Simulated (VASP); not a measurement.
Computed with PBE GGA with D3 dispersion (Becke-Johnson damping), VASP's PBE PAW potentials (set 64) (plane waves; VASP).

The input files of a VASP run:

KPOINTS:
```
kpoints
0
Gamma
 5 5 4
0 0 0
```

**POSCAR**
```
Te
1.0
  2.1817272815  -3.7788622183   0.0000000000
  2.1817272815   3.7788622183   0.0000000000
  0.0000000000   0.0000000000   5.9027176742
Te
3
Cart
  0.6170639209   1.0687859829   3.9351470837
  3.1293267212  -0.0000000000   0.0000000000
  0.6170639209  -1.0687859829   1.9675705905
```

**INCAR**
```
# general
SYSTEM   =  Te
PREC     =  Accurate
ENCUT    =  520   # plane-wave cut-off (eV)
LREAL    =  F
LASPH    =  T   # aspherical one-centre terms

# electronic loop
EDIFF    =  1E-6   # SCF stop (eV)
NELM     =  100
ALGO     =  Normal   # blocked Davidson
LMAXMIX  =  4   # l cut-off of mixed one-centre charges

# smearing
ISMEAR   =  0   # Gaussian
SIGMA    =  0.05   # width (eV)

# functional
GGA      =  PE   # PBE
IVDW     =  12   # D3, Becke-Johnson

# ions
IBRION   =  2   # conjugate gradients
NSW      =  60   # most ionic steps
ISIF     =  3   # ions, shape and volume
EDIFFG   =  -0.02

# output
LWAVE    =  F
LCHARG   =  F
```

POTCAR, in this order: Te (PBE.64 set). Program: vasp_std.

What will the output report for the number of irreducible k-points (NKPTS), largest plane-wave count, number of space-group operations, FFT grid (NGX, NGY, NGZ)?

| Quantity | Result |
|---|---|
| number of irreducible k-points (NKPTS) | 17 |
| largest plane-wave count | 2634 |
| number of space-group operations | 6 |
| FFT grid (NGX, NGY, NGZ) | 32 × 32 × 48 |

The compound is Te in the trig structure. This run relaxes it. Symmetry was kept, so distortions that lower it aren't found. The start is the result of an earlier pass.
